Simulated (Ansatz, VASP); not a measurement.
# Hf2Ti (Hf2Ti in the C11b ordering): VASP beside Ansatz

Wanted: the spread between two codes on one cell, functional and k mesh. The cell is generated by rule, not measured, and may not be a known phase. The cell is taken from a series of runs on this material, whose earlier steps may have relaxed, scaled, displaced or heated it; both programs get it as it stands.

Program: Ansatz 0.2.0. Level of theory: plane waves, with VASP 6.6.1 beside it; single point at PBE. Results are calculated unless marked as measured.

The structure was built from a prototype and need not be the compound's stable phase.

## Step 1: The structure

Symmetry: I4/mmm, No. 139, tetragonal system. The conventional cell has a = 3.468 Å, b = 3.468 Å, c = 10.403 Å, α = 90.00°, β = 90.00°, γ = 90.00°. Nearest to Ti lie 8 Hf at 3.00 Å. Nearest to Hf lie 4 Hf at 3.00 Å and 4 Ti at 3.00 Å. Farther neighbours are not listed.

## Step 2: VASP: single point, PBE

With cell and atoms fixed, the geometry can't cause a difference; cores, projectors, grids and the points listed under the comparison can.

Lines of VASP's logs that name or quote its potential files are left out, and so is its time.

File INCAR:

```
SYSTEM = Hf2Ti
PREC = Accurate
ENCUT = 500
EDIFF = 1E-06
NELM = 120
ISMEAR = 0
SIGMA = 0.1
LREAL = .FALSE.
ALGO = Normal
GGA = PE
NBANDS = 22
LASPH = .TRUE.
LORBIT = 11
LWAVE = .FALSE.
LCHARG = .FALSE.
ISIF = 2
GGA_COMPAT = .FALSE.
```

File POSCAR:

```
Hf2Ti
1.0
    3.4676700000      0.0000000000      0.0000000000
    0.0000000000      3.4676700000      0.0000000000
    1.7338400000      1.7338400000      5.2015100000
Ti Hf
1 2
Direct
    0.0000000000      0.0000000000      0.0000000000
    0.6666666700      0.6666666700      0.6666666700
    0.3333333300      0.3333333300      0.3333333300
```

File KPOINTS:

```
Automatic mesh
0
Gamma
6 6 6
0 0 0
```

Potentials, in the order of the species: Ti_sv and Hf_pv (PBE family, release 64).

Command:

```
> mpirun -np 1 vasp_std
```

Numbers of over 12 decimals in the logs are rounded to 6 here.

The program printed:

```text
[banner, memory and clock lines left out]
running    1 mpi-ranks, on    1 nodes
 distrk:  each k-point on    1 cores,    1 groups
 distr:  one band on    1 cores,    1 groups

 POSCAR found type information on POSCAR TiHf
 POSCAR found :  2 types and       3 ions
 LDA part: xc-table for (Slater+PW92), standard interpolation
 POSCAR, INCAR and KPOINTS ok, starting setup
 FFT: planning ... GRIDC
 FFT: planning ... GRID_SOFT
 FFT: planning ... GRID
 WAVECAR not read
 entering main loop
       N       E                     dE             d eps       ncg     rms          rms(c)
DAV:   1     0.221000802795E+03    0.22100E+03   -0.16306E+04  1320   0.147E+03
DAV:   2    -0.122236270996E+02   -0.23322E+03   -0.22650E+03  1398   0.401E+02
DAV:   3    -0.289348852684E+02   -0.16711E+02   -0.15416E+02  2230   0.837E+01
DAV:   4    -0.294876739276E+02   -0.55279E+00   -0.54605E+00  1712   0.127E+01
DAV:   5    -0.295071128904E+02   -0.19439E-01   -0.19431E-01  1992   0.246E+00    0.715E+01
DAV:   6    -0.304019140609E+02   -0.89480E+00   -0.23620E+01  1830   0.390E+01    0.201E+01
DAV:   7    -0.339521222664E+02   -0.35502E+01   -0.10001E+02  1936   0.583E+01    0.352E+01
DAV:   8    -0.301091073276E+02    0.38430E+01   -0.86689E+00  1582   0.164E+01    0.285E+01
DAV:   9    -0.283870389414E+02    0.17221E+01   -0.18141E+00  2000   0.119E+01    0.167E+01
DAV:  10    -0.272505277181E+02    0.11365E+01   -0.21507E+00  1884   0.161E+01    0.522E+00
DAV:  11    -0.271806405009E+02    0.69887E-01   -0.35218E-01  1974   0.341E+00    0.213E+00
DAV:  12    -0.272016359009E+02   -0.20995E-01   -0.22413E-01  1900   0.297E+00    0.285E+00
DAV:  13    -0.271772408846E+02    0.24395E-01   -0.83225E-02  1746   0.200E+00    0.559E-01
DAV:  14    -0.271776281345E+02   -0.38725E-03   -0.14097E-02  1970   0.714E-01    0.426E-01
DAV:  15    -0.271769930587E+02    0.63508E-03   -0.16997E-03  1764   0.307E-01    0.260E-01
DAV:  16    -0.271770783346E+02   -0.85276E-04   -0.22841E-03  1838   0.295E-01    0.149E-01
DAV:  17    -0.271769206527E+02    0.15768E-03   -0.46106E-04  1772   0.149E-01    0.603E-02
DAV:  18    -0.271769117014E+02    0.89513E-05   -0.67167E-05  2038   0.493E-02    0.202E-02
DAV:  19    -0.271769124455E+02   -0.74409E-06   -0.88130E-06  1706   0.246E-02
   1 F= -.27176912E+02 E0= -.27160640E+02  d E =-.325454E-01
```

Parts of OUTCAR (step 2):

```text
ion  position               nearest neighbor table
   1  0.000  0.000  0.000-   2 3.00   3 3.00   2 3.00   3 3.00   3 3.00   2 3.00   3 3.00   2 3.00

  LATTYP: Found a body centered tetragonal cell.
 ALAT       =     3.4676700000
 C/A-ratio  =     3.0000028838

 Subroutine GETGRP returns: Found 16 space group operations
 (whereof 16 operations were pure point group operations)

The static configuration has the point symmetry D_4h.

 Found     30 irreducible k-points:

   k-points           NKPTS =     30   k-points in BZ     NKDIM =     30   number of bands    NBANDS=     22

   dimension x,y,z NGX =    28 NGY =   28 NGZ =   42
   dimension x,y,z NGXF=    56 NGYF=   56 NGZF=   84

   ENCUT  =  500.0 eV  36.75 Ry    6.06 a.u.   6.32  6.32 10.48*2*pi/ulx,y,z

   NELECT =      32.0000    total number of electrons

 k-points in reciprocal lattice and weights: Automatic mesh
   0.00000000  0.00000000  0.00000000       0.005
   0.16666667  0.00000000  0.00000000       0.037
   0.33333333  0.00000000  0.00000000       0.037
   0.50000000  0.00000000  0.00000000       0.019
   0.16666667  0.16666667  0.00000000       0.037
   0.33333333  0.16666667  0.00000000       0.074
   0.50000000  0.16666667  0.00000000       0.074
  -0.33333333  0.16666667 -0.00000000       0.074
  -0.16666667  0.16666667  0.00000000       0.019
[...]
-0.16666667 -0.16666667  0.33333333       0.019
   0.00000000  0.00000000  0.50000000       0.005

 average (electrostatic) potential at core
       1 -75.1946       2 -36.3293       3 -36.3293

 E-fermi :   5.4784

 k-point     1 :       0.0000    0.0000    0.0000
  band No.  band energies     occupation
    ...
     11      -1.2289      2.00000
     12       3.1628      2.00000
     13       3.8763      2.00000
     14       3.9476      2.00000
     15       4.4236      2.00000
     16       6.6086      0.00000
     17       6.6086      0.00000
     18       6.6509      0.00000
     19       7.9174      0.00000
     20       7.9174      0.00000
    ...

 k-point     2 :       0.1667    0.0000    0.0000
  band No.  band energies     occupation
    ...
     11      -0.6802      2.00000
     12       3.2149      2.00000
     13       3.8398      2.00000
     14       4.1033      2.00000
     15       4.7228      2.00000
     16       6.4780      0.00000
     17       6.5207      0.00000
     18       6.5367      0.00000
     19       7.2601      0.00000
     20       7.5616      0.00000
    ...

 k-point     3 :       0.3333    0.0000    0.0000
  band No.  band energies     occupation
    ...
     11       0.7512      2.00000
     12       2.7611      2.00000
     13       3.5960      2.00000
     14       4.6356      2.00000
     15       5.4836      0.94081
     16       5.7333      0.00031
     17       6.1877      0.00000
     18       6.1988      0.00000
     19       6.6985      0.00000
     20       7.1683      0.00000
    ...

  Total       -0.5730039     -0.5730039     -0.4952000     -0.0000000     -0.0000005     -0.0000005
  in kB      -14.6778755    -14.6778755    -12.6848775     -0.0000000     -0.0000122     -0.0000122
  external PRESSURE =     -14.0135428 kB  Pullay stress =       0.0000000 kB

  energy-cutoff  :      500.00
  volume of cell :       62.55
      direct lattice vectors                 reciprocal lattice vectors
     3.467670000  0.000000000  0.000000000     0.288378075  0.000000000 -0.096126210
     0.000000000  3.467670000  0.000000000     0.000000000  0.288378075 -0.096126210
     1.733840000  1.733840000  5.201510000     0.000000000  0.000000000  0.192251865

 POSITION                                       TOTAL-FORCE (eV/Angst)
 -----------------------------------------------------------------------------------
      0.00000      0.00000      0.00000         0.000000     -0.000000      0.000000
      3.46767      3.46767      3.46767         0.000001      0.000001      0.847054
      1.73384      1.73384      1.73384        -0.000001     -0.000001     -0.847054
 -----------------------------------------------------------------------------------
    total drift:                               -0.000000      0.000000     -0.000000

  FREE ENERGIE OF THE ION-ELECTRON SYSTEM (eV)
  ---------------------------------------------------
  free  energy   TOTEN  =       -27.1769124455 eV

  energy  without entropy=      -27.1443670935  energy(sigma->0) =      -27.16063977

 total charge
# of ion       s       p       d       tot
------------------------------------------
    1        2.221   6.103   1.870  10.195
    2        0.393   6.358   1.614   8.365
    3        0.393   6.358   1.614   8.365
--------------------------------------------------
tot          3.007  18.819   5.098  26.924

[... 3 further parts left out ...]
```

The run ends at a pressure of -1.40 GPa, with forces up to 0.85 eV/Å.

## Step 3: Ansatz: single point, PBE

Ansatz runs on its default PAW (the set named soft_2) files.

The same cell, functional, mesh and smearing now go to Ansatz, which takes its cutoff from its data sets.

File input.yaml:

```yaml
crystal:
  lattice:
    - [3.46767, 0.0, 0.0]
    - [0.0, 3.46767, 0.0]
    - [1.73384, 1.73384, 5.20151]
  atoms:
    - { symbol: Ti, position: [0.0, 0.0, 0.0] }
    - { symbol: Hf, position: [0.66666667, 0.66666667, 0.66666667] }
    - { symbol: Hf, position: [0.33333333, 0.33333333, 0.33333333] }
kpoints:
  mp_grid: { grid: [6, 6, 6] }
hamiltonian:
  xc: pbe
scf:
  occupations: { method: gaussian, width: 0.1 }
output:
  forces: true
  stress: true
  eigenvalues: true
```

Command:

```
> ansatz run input.yaml --threads 4 --pin off --max-ram 8192MiB --backend cpu --events-out ev --progress --plain --runs-dir out
```

The program printed:

```text
Engine: ansatz 0.2.0, aarch64-unknown-linux-gnu
Pseudopotentials: kind: paw
Pseudopotential: Ti, paw, valence charge 12, recommended cutoff 420 eV (normal), Ti.paw.azcp
Pseudopotential: Hf, paw, valence charge 26, recommended cutoff 420 eV (normal), Hf.paw.azcp
Functional definition: PBE
  parameter kappa = 0.804
  parameter beta = 0.066725
  exchange = pbe_x(kappa = kappa, mu = beta*pi^2/3)
  correlation = pbe_c(beta = beta)
Crystal: 3 atoms, lattice volume = 62.547 Å³
Basis set: ecut = 420 eV, 1209 PW (Γ), exchange–correlation on 48×48×80 points (8 copies of the dense FFT grid, shifted against one another)
Bands: 39, of which v1, the nominal top of the filled ones, is band 32 counted from 1 (31 counted from 0)
Symmetry: 16 space group operations
Space group: I4/mmm (ITA 139), of the structure as read, at distance tolerance 4.0e-5 Å
k-points: 30 of 216
Non-local potential: Ti, projectors of the file, l = 0: 3, l = 1: 2, l = 2: 3, l = 3: 1
Non-local potential: Hf, projectors of the file, l = 0: 3, l = 1: 2, l = 2: 2, l = 3: 3
PAW form: soft (Blöchl's): semilocal exchange-correlation on the pseudo side does not see the compensation charge
PAW one-centre angular grid: Ti, 590 points (default); XC on 64 Gauss nodes
PAW one-centre angular grid: Hf, 590 points (default); XC on 64 Gauss nodes
Initial density: superposition of atomic densities (neutral atoms: chi_scale 0, normalization atom), corrected by the library's trained network
Initial wavefunctions: pseudopotential atomic-orbital guess
Functional: x = pbe(κ = 0.804, μ = 0.219515), c = pbe(β = 0.066725)
SCF iter   1: F=—  HF=-33941.885081 eV  |F-HF|=—  |Δ(HF+E_count)|=         —  Δρ=3.32e-3  dr2=8.27e-3  ethr=1.77e-3  ⟨swp⟩=3.6  Hψ=3502  notcnv=0
preconditioner: auto → Kerker (q_TF=auto, 2.739 Å⁻¹)  [metal: Δε(μ)=0.014 eV  Ē_g=17.369 eV  σ=0.100 eV  W_gap=0.08  n_scr=24 (ndim 8)  ℏωp=35.8 eV  f_vac=0.000  D(μ)=6.42/eV (n_scr^D=78)]
SCF iter   2: F=—  HF=-33941.884513 eV  |F-HF|=—  |Δ(HF+E_count)|=   5.68e-4  Δρ=1.81e-3  dr2=2.27e-3  ethr=1.29e-5  ⟨swp⟩=1.6  Hψ=1461  notcnv=0
SCF iter   3: F=—  HF=-33941.884253 eV  |F-HF|=—  |Δ(HF+E_count)|=   2.60e-4  Δρ=3.31e-4  dr2=5.32e-5  ethr=3.55e-6  ⟨swp⟩=2.5  Hψ=1907  notcnv=0
SCF iter   4: F=—  HF=-33941.884208 eV  |F-HF|=—  |Δ(HF+E_count)|=   4.51e-5  Δρ=1.95e-4  dr2=2.52e-5  ethr=8.32e-8  ⟨swp⟩=2.2  Hψ=2105  notcnv=0
SCF iter   5: F=—  HF=-33941.884199 eV  |F-HF|=—  |Δ(HF+E_count)|=   8.54e-6  Δρ=7.01e-5  dr2=3.44e-6  ethr=3.94e-8  ⟨swp⟩=2.0  Hψ=1680  notcnv=0
SCF iter   6: F=—  HF=-33941.884199 eV  |F-HF|=—  |Δ(HF+E_count)|=   4.06e-7  Δρ=1.20e-5  dr2=1.02e-7  ethr=5.38e-9  ⟨swp⟩=2.0  Hψ=1304  notcnv=0
SCF iter   7: F=-33941.884199 eV  HF=-33941.884199 eV  |F-HF|=4.11e-9  |Δ(HF+E_count)|=   1.98e-8  Δρ=3.20e-6  dr2=3.85e-9  ethr=1.56e-10  ⟨swp⟩=7.6  Hψ=5164  notcnv=0
SCF 1 converged in 7 iterations: F = -33941.884199 eV  dr2 = 3.85e-9
  greatest PAW one-centre occupation: 0.999 electrons in one spin orbital (limit 2), on the Ti atom at site 0 (counted from 0), in its partial waves of l = 0
SCF converged after 7 iterations
Free energy (F): -33941.884199 eV
Harris-Foulkes:  -33941.884199 eV  (|F-HF|=4.11e-9)
Internal energy: -33941.851739 eV  (E = F + TS)
E sigma→0 (E₀):  -33941.867969 eV
Entropy (-TS):   -0.032460 eV (-10.820 meV/atom)
Fermi energy:    17.594273 eV
--- Per-component energies (eV) ---
  E_band       = -128.169790
  E_kinetic    = 1121.776978
  E_local      = -11634.618328  (includes V_loc(G=0)·N_el)
  E_nonlocal   = -2480.250791
  E_hartree    = 5423.312176
  E_xc         = -697.620080
  E_vxc        = -654.269722  (∫ρ·V_xc dr)
  E_paw        = -14903.375960  (= ΣΔE_a)
  E_vpaw       = 2672.564352  (= ΣTr[D̂ρ^β])
  E_aug_tail   = 0.000110  (compensation charges beyond the density's cutoff)
  E_ewald      = -10771.075845
  E_smearing   = -0.032460  (= −TS)
  E_closure    = -0.000000  (closes the sum)
  Σ components = -33941.884199   (vs F -33941.884199, Δ=0.00e0)
--- Forces (eV/Å), atoms counted from 1 ---
  atom   1  Ti    -0.00000000     0.00000000     0.00000000
  atom   2  Hf     0.00000041     0.00000041     0.84662086
  atom   3  Hf    -0.00000041    -0.00000041    -0.84662086
  max |Σ_I F_I| component: 4.34e-19 eV/Å
--- Stress (GPa, compression-positive) ---
       -1.193077       0.000000       0.000000
        0.000000      -1.193077       0.000000
        0.000000       0.000000      -0.995788
  P = ⅓ Tr σ = -1.1273 GPa (-11.273 kbar)
--- Band table (eV; the first three rows and the last of 30) ---
  k-point 0: bands = [... 28 lower, 15.9879, 16.0656, 16.5493, 18.7227, 18.7227, 18.7642, 20.0379, 20.0379, ... 3 higher]
  k-point 1: bands = [... 28 lower, 15.6650, 15.7452, 17.1488, 18.6800, 18.6800, 18.8369, 19.5876, 19.5876, ... 3 higher]
  k-point 2: bands = [... 28 lower, 15.3116, 15.3810, 18.0676, 18.5941, 18.5941, 19.0187, 19.2116, 19.2116, ... 3 higher]
  k-point 29: bands = [... 28 lower, 16.7134, 16.9289, 16.9384, 17.1196, 17.2153, 18.0196, 18.4971, 20.1911, ... 3 higher]
```

The run ends at a pressure of -1.13 GPa, with forces up to 0.85 eV/Å.

## Step 4: Side by side

Known differences besides the potentials themselves: the data sets hold 64 valence electrons in Ansatz (on its default PAW (the set named soft_2) files) and 32 in VASP; the cutoff is 420 eV in Ansatz and 500 eV in VASP. Total energies have different zeros and are not compared.

The two programs side by side:

```
      quantity  Ansatz   VASP  difference
pressure (GPa)   -1.13  -1.40       +0.27
```

Forces (eV/Å; atoms numbered as in POSCAR):

```
atom        Ansatz x, y, z          VASP x, y, z
 Ti1   0.000, 0.000, 0.000   0.000, 0.000, 0.000
 Hf2   0.000, 0.000, 0.847   0.000, 0.000, 0.847
 Hf3  0.000, 0.000, -0.847  0.000, 0.000, -0.847
```

The forces differ by 0.2 meV/Å r.m.s., which is 0.1 % of the r.m.s. force of 0.399 eV/Å (both taken over all components).

## Step 5: Outcome

```yaml
r_m_s_force_difference_single_point_pbe: 0.050 % of the r.m.s. force
```

In words: The r.m.s. force difference is 0.050 % of the r.m.s. force (single point, PBE), within the 3 % picked in this series as the mark of a large difference. The data sets hold unlike numbers of valence electrons (64 in Ansatz and 32 in VASP), so part of the differences comes from the potentials. Such differences can come from data sets, numerical settings and the points named under the comparisons, not from the functional's error against experiment.

[Lines on the potential files, build, host, timing and source positions are cut from VASP's logs without a mark.]

[Logs are printed without paths, hosts, clocks, repeated set-up lines and the standing remarks that a program may print on its own settings, such as how far it seeks lower states.]

[Hosts, paths, dates, database ids (printed as entryN), source tags and the programs' standing remarks are cut or masked in the printed files.]
